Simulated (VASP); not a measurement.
VASP ran on this input.

**KPOINTS**
```
Automatic mesh
0
Gamma
16 16 16
0 0 0
```

File POSCAR:
```
Rh
1
    0.0000000000     1.9129889130     1.9129889130
    1.9129889130     0.0000000000     1.9129889130
    1.9129889130     1.9129889130     0.0000000000
Rh
1
Direct
  0.0000000000   0.0000000000   0.0000000000
```

**INCAR**
```
! general
SYSTEM  = Rh
PREC    = Accurate
ENCUT   = 520   ! plane-wave cut-off (eV)
LREAL   = .False.
LASPH   = .True.

! electronic loop
EDIFF   = 1E-7   ! SCF stop (eV)
NELM    = 100   ! most electronic steps
ALGO    = Normal   ! blocked Davidson
LMAXMIX = 4   ! l cut-off of mixed one-centre charges

! smearing
ISMEAR  = 1
SIGMA   = 0.1   ! width (eV)

! functional
GGA     = PE   ! PBE
IVDW    = 13   ! D4

! ions
ISIF    = 2

! output
LWAVE   = .False.
LCHARG  = .False.
```

POTCAR, in this order: Rh_pv (PBE.64 set). Program: vasp_std.

Write an equivalent input for Ansatz.

One equivalent input (not run):
Ansatz 0.2 input:
```yaml
crystal:
  lattice:
    - [0.0000000, 1.9129889, 1.9129889]
    - [1.9129889, 0.0000000, 1.9129889]
    - [1.9129889, 1.9129889, 0.0000000]
  atoms:
    - { symbol: Rh, position: [0.0000000, 0.0000000, 0.0000000] }
kpoints:
  mp_grid: { grid: [16, 16, 16] }
hamiltonian:
  xc: pbe
  dispersion: d4
  pseudopotentials: { kind: paw }
scf:
  occupations: { method: methfessel_paxton, width: 0.1 }
  max_iter: 100
output: { forces: true, stress: true, eigenvalues: true }
```
What does not carry over: each code has its own PAW files, so the cut-off isn't converted (ENCUT is set for VASP's; basis.ecutwfc is left out, and Ansatz then takes the one that its files recommend); Ansatz stops its SCF on the density residual and VASP on the energy change (EDIFF).

The compound is Rh in the fcc structure. This cell is one point of a volume scan, at 1.03 of the reference volume.
